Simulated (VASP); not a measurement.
Level of theory: AM05 GGA, VASP's PBE PAW potentials (set 64) (plane waves; VASP 6.6.1).

VASP input:

POSCAR:
```
BaTiO3
1
    4.0664309643     0.0000000000     0.0000000000
    0.0000000000     4.0664309643     0.0000000000
    0.0000000000     0.0000000000     4.0664309643
Ba Ti O
1 1 3
Direct
  0.0000000000   0.0000000000   0.0000000000
  0.5000000000   0.5000000000   0.5000000000
  0.5000000000   0.0000000000   0.5000000000
  0.0000000000   0.5000000000   0.5000000000
  0.5000000000   0.5000000000   0.0000000000
```

**KPOINTS**
```
kpoints
0
G
  6 6 6
```

**INCAR**
```
SYSTEM = BaTiO3
PREC = Accurate
ENCUT = 520
EDIFF = 1E-7
NELM = 100
ALGO = Normal
LREAL = .FALSE.
LASPH = .TRUE.
ISMEAR = 0
SIGMA = 0.05
GGA = AM
LMAXMIX = 4
LWAVE = .FALSE.
LCHARG = .FALSE.
ISIF = 2
```

POTCAR, in this order: Ba_sv Ti_sv O (PBE.64 set). Program: vasp_std.

The resulting files:

File OSZICAR:
```
       N       E                     dE             d eps       ncg     rms          rms(c)
DAV:   1     0.446268466952E+03    0.44627E+03   -0.21305E+04   960   0.180E+03
DAV:   2    -0.641485943296E+01   -0.45268E+03   -0.44655E+03  1200   0.478E+02
DAV:   3    -0.493021287419E+02   -0.42887E+02   -0.41547E+02  1456   0.139E+02
DAV:   4    -0.510350345401E+02   -0.17329E+01   -0.17322E+01  1360   0.257E+01
DAV:   5    -0.511067177078E+02   -0.71683E-01   -0.71680E-01  1312   0.359E+00    0.219E+01
DAV:   6    -0.409712227223E+02    0.10135E+02   -0.71651E+01  1464   0.727E+01    0.101E+01
DAV:   7    -0.408744048647E+02    0.96818E-01   -0.12486E+01  1232   0.250E+01    0.607E+00
DAV:   8    -0.406531432807E+02    0.22126E+00   -0.13109E+00  1304   0.106E+01    0.246E+00
DAV:   9    -0.406750185334E+02   -0.21875E-01   -0.21725E-01  1248   0.322E+00    0.122E+00
DAV:  10    -0.406619639339E+02    0.13055E-01   -0.87836E-02  1240   0.299E+00    0.365E-01
DAV:  11    -0.406608110019E+02    0.11529E-02   -0.82092E-03  1432   0.682E-01    0.648E-02
DAV:  12    -0.406608856660E+02   -0.74664E-04   -0.18204E-03  1184   0.425E-01    0.768E-02
DAV:  13    -0.406608108237E+02    0.74842E-04   -0.42455E-04  1328   0.156E-01    0.946E-03
DAV:  14    -0.406608183961E+02   -0.75724E-05   -0.41309E-05  1264   0.589E-02    0.195E-02
DAV:  15    -0.406608137602E+02    0.46359E-05   -0.13890E-05  1216   0.330E-02    0.326E-03
DAV:  16    -0.406608136360E+02    0.12417E-06   -0.11924E-06  1408   0.748E-03    0.141E-03
DAV:  17    -0.406608136509E+02   -0.14898E-07   -0.15542E-07   728   0.360E-03
   1 F= -.40660814E+02 E0= -.40660814E+02  d E =-.890860E-11
```

### OUTCAR
```
------------------------ aborting loop because EDIFF is reached ----------------------------------------
  FORCE on cell =-STRESS in cart. coord.  units (eV):
  Direction    XX          YY          ZZ          XY          YZ          ZX
  --------------------------------------------------------------------------------------
  Total       -3.6512768     -3.6512768     -3.6512768     -0.0000000      0.0000000     -0.0000000
  in kB      -86.9991744    -86.9991744    -86.9991744     -0.0000000      0.0000000     -0.0000000
  external PRESSURE =     -86.9991744 kB  Pullay stress =       0.0000000 kB
  volume of cell :       67.24
      direct lattice vectors                 reciprocal lattice vectors
     4.066430964  0.000000000  0.000000000     0.245915893  0.000000000  0.000000000
     0.000000000  4.066430964  0.000000000     0.000000000  0.245915893  0.000000000
     0.000000000  0.000000000  4.066430964     0.000000000  0.000000000  0.245915893
 POSITION                                       TOTAL-FORCE (eV/Angst)
 -----------------------------------------------------------------------------------
      0.00000      0.00000      0.00000         0.000000      0.000000      0.000000
      2.03322      2.03322      2.03322         0.000000      0.000000      0.000000
      2.03322      0.00000      2.03322         0.000000      0.000000      0.000000
      0.00000      2.03322      2.03322         0.000000      0.000000      0.000000
      2.03322      2.03322      0.00000         0.000000      0.000000      0.000000
 -----------------------------------------------------------------------------------
    total drift:                                0.000000      0.000000     -0.000000
  FREE ENERGIE OF THE ION-ELECTRON SYSTEM (eV)
  ---------------------------------------------------
  free  energy   TOTEN  =       -40.6608136509 eV

  energy  without entropy=      -40.6608136509  energy(sigma->0) =      -40.66081365
```
(Selected blocks of OUTCAR.)

File OUTCAR:
```
 val. band max:        3.3921475383   @ k =   0.5000   0.5000   0.5000

 cond. band min:       4.9990817261   @ k =   0.0000   0.0000   0.0000


 Fermi energy:         3.6021686157

 k-point     1 :       0.0000    0.0000    0.0000
  band No.  band energies     occupation
      1     -53.0799      2.00000
      2     -29.4489      2.00000
      3     -29.4489      2.00000
      4     -29.4489      2.00000
      5     -21.5267      2.00000
      6     -13.2552      2.00000
      7     -12.5566      2.00000
      8     -12.5566      2.00000
      9      -6.6755      2.00000
     10      -6.6755      2.00000
     11      -6.6755      2.00000
     12       1.0584      2.00000
     13       1.0584      2.00000
     14       1.0584      2.00000
     15       2.3630      2.00000
     16       2.3630      2.00000
     17       2.3630      2.00000
     18       3.2056      2.00000
     19       3.2056      2.00000
     20       3.2056      2.00000
     21       4.9991      0.00000
     22       4.9991      0.00000
     23       4.9991      0.00000
     24       6.9987      0.00000

 k-point     2 :       0.1667    0.0000    0.0000
  band No.  band energies     occupation
      1     -53.0797      2.00000
      2     -29.4594      2.00000
      3     -29.4485      2.00000
      4     -29.4485      2.00000
      5     -21.5039      2.00000
      6     -13.2632      2.00000
      7     -12.5483      2.00000
      8     -12.5396      2.00000
      9      -6.6406      2.00000
     10      -6.6406      2.00000
     11      -6.5852      2.00000
     12       0.6547      2.00000
     13       0.9949      2.00000
     14       0.9949      2.00000
     15       2.0797      2.00000
     16       2.0797      2.00000
     17       2.1401      2.00000
     18       2.5996      2.00000
     19       3.0317      2.00000
     20       3.0317      2.00000
     21       5.0338      0.00000
     22       5.4943      0.00000
     23       5.4943      0.00000
     24       7.0001      0.00000
...
```

Unless said otherwise, spin-orbit coupling is left out, though it shifts the bands of the heavy elements here.

The compound is BaTiO3 in the cubic perovskite structure, the ideal cubic form; the compound distorts at low or room temperature. This cell is one point of a volume scan, at 1.06 of the reference volume.
